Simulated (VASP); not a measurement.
An input for Quantum ESPRESSO's pw.x (written as the equivalent of a VASP run, and not itself run):

```
&CONTROL
  calculation = 'vc-relax'
  pseudo_dir = './pseudo'
  outdir = './out'
  tprnfor = .true.
  tstress = .true.
  nstep = 60
  forc_conv_thr = 0.00039
/
&SYSTEM
  ibrav = 0
  nat = 2
  ntyp = 2
  ecutwfc = 84
  occupations = 'smearing'
  smearing = 'methfessel-paxton'
  degauss = 0.00735
  input_dft = 'pz'
/
&ELECTRONS
  conv_thr = 7.3e-08
  electron_maxstep = 100
/
&IONS
/
&CELL
/
ATOMIC_SPECIES
  Mg 24.305 Mg.upf
  Al 26.982 Al.upf
CELL_PARAMETERS angstrom
     2.9591023    0.0000000    0.0000000
    -1.4795512    2.5626573   -0.0000000
     0.0000000    0.0000000    4.8629164
ATOMIC_POSITIONS crystal
  Mg   0.0000000  0.0000000  0.5000000
  Al   0.3333330  0.6666670  0.0000000
K_POINTS automatic
  13 13 7 0 0 0
```

Write the VASP files for the same calculation (LDA).

This is not unique; one that fits is 
**INCAR**
```
ALGO = Normal
EDIFF = 1E-6
EDIFFG = -0.01
ENCUT = 400
IBRION = 2
ISIF = 3
ISMEAR = 1
LASPH = .TRUE.
LCHARG = .FALSE.
LREAL = .FALSE.
LWAVE = .FALSE.
NELM = 100
NSW = 60
PREC = Accurate
SIGMA = 0.1
SYSTEM = MgAl
```

### KPOINTS
```
Automatic mesh
0
Gamma
13 13 7
0 0 0
```

File POSCAR:
```
MgAl
1
    2.9591023094     0.0000000000     0.0000000000
   -1.4795511547     2.5626572947    -0.0000000000
    0.0000000000     0.0000000000     4.8629164172
Mg Al
1 1
Direct
  0.0000000000   0.0000000000   0.5000000000
  0.3333330000   0.6666670000   0.0000000000
```

POTCAR, in this order: Mg Al (LDA.64 set). Program: vasp_std.

What does not carry over: the potentials are each code's own (VASP's PAW set, PseudoDojo norm-conserving files in pw.x), so ENCUT and ecutwfc are chosen apart and not converted; conv_thr bounds pw.x's estimated SCF error, while EDIFF bounds the energy change between steps; forc_conv_thr acts on force components and is met together with etot_conv_thr.

The structure comes from a computed database's MgAl entry (P-6m2); how it stands against other phases isn't given here. It was relaxed first. The start is the result of an earlier pass.
